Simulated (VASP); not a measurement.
ScIn3N2:

```
CELL_PARAMETERS angstrom
4.49300 0.00000 0.00000
0.00000 4.49300 0.00000
0.00000 0.00000 5.46800
ATOMIC_POSITIONS crystal
Sc 0.00000 0.00000 0.00000
In 0.50000 0.50000 0.00000
In 0.00000 0.50000 0.50000
In 0.50000 0.00000 0.50000
N 0.00000 0.50000 0.00000
N 0.50000 0.00000 0.00000
```

The cell was built by a generator and needn't be a form met in nature.

- Program: VASP 6.6.1
- Task: relaxation of cell and atoms
- Functional: PBE
- Potentials or basis: VASP PAW PBE potentials, release 64 (Sc_sv, In_d, N)
- Cutoff: 520 eV
- k mesh: 8 × 8 × 6
- Occupations: gaussian, width 0.1 eV
- Spin: no spin polarisation

At the start: pressure -0.8 GPa; volume 18.40 Å³/atom.

Problem. Where does the relaxation end?

Solution. Over 9 steps the energy falls by 3.4 meV/atom and the volume is 18.60 Å³/atom (+1.1 %); space group P4/mmm (No. 123, to 0.05 Å).

Step by step:
| step | energy change (eV) | largest force (eV/Å) | pressure (GPa) | volume (Å³) |
| --- | --- | --- | --- | --- |
| 1 | 0.0000 | 0.0000 | -0.80 | 110.38 |
| 2 | -0.0082 | 0.0000 | 0.99 | 108.91 |
| 3 | -0.0088 | 0.0000 | 0.63 | 109.20 |
| 4 | -0.0144 | 0.0000 | 0.50 | 109.85 |
| 5 | -0.0200 | 0.0000 | 0.13 | 111.78 |
| 6 | -0.0202 | 0.0000 | 0.17 | 111.48 |
| 7 | -0.0202 | 0.0000 | 0.20 | 111.43 |
| 8 | -0.0201 | 0.0000 | -0.26 | 111.90 |
| 9 | -0.0204 | 0.0000 | 0.00 | 111.62 |

Final structure:
```yaml
crystal:
  lattice:
    - [4.44959, 0.00000, 0.00000]
    - [0.00000, 4.44959, 0.00000]
    - [0.00000, 0.00000, 5.63776]
  atoms:
    - { symbol: Sc, position: [0.00000, 0.00000, 0.00000] }
    - { symbol: In, position: [0.50000, 0.50000, 0.00000] }
    - { symbol: In, position: [0.00000, 0.50000, 0.50000] }
    - { symbol: In, position: [0.50000, 0.00000, 0.50000] }
    - { symbol: N, position: [0.00000, 0.50000, 0.00000] }
    - { symbol: N, position: [0.50000, 0.00000, 0.00000] }
```
